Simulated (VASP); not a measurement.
Consider the following.

```xyz
2
Lattice="0.0000 2.2953 2.2953 2.2953 0.0000 2.2953 2.2953 2.2953 0.0000" Properties=species:S:1:pos:R:3 pbc="T T T"
Zr     0.0000     0.0000     0.0000
C      2.2953     2.2953     2.2953
```

Computed with PBE GGA, VASP's PBE PAW potentials (set 64) (plane waves; VASP 6.6.1). Run with 620 eV cut-off, 14×14×14 Γ-centred mesh, first-order Methfessel-Paxton smearing of 0.10 eV, potentials Zr_sv C.

Energy and stress use the plane-wave basis of the starting cell.

The ions, cell shape and volume at an external pressure of 30.0 GPa are relaxed. Which structure does the run end with?

```xyz
2
Lattice="0.0000 2.2713 2.2713 2.2713 0.0000 2.2713 2.2713 2.2713 0.0000" Properties=species:S:1:pos:R:3 pbc="T T T"
Zr     2.2713     2.2713     4.5426
C      2.2713     2.2713     2.2713
```
Space group Fm-3m (225), at a tolerance of 0.03 Å.

How do energy and volume change from the first to the last step?

The energy (σ→0) changes by +58.2 meV/atom and the volume by -3.1 %, in 4 ionic steps.

```
step  E(σ→0) (eV)  max force (eV/Å)  pressure (GPa)  volume (Å³)
----  -----------  ----------------  --------------  -----------
1        -19.3482             0.000           19.97        24.18
2        -18.7300             0.000           61.09        21.63
3        -19.2358             0.000           29.67        23.46
4        -19.2319             0.000           29.97        23.43
```

The compound is ZrC in the rock salt structure. This run relaxes it under an external pressure of 30 GPa. Symmetry was kept, so distortions that lower it aren't found.
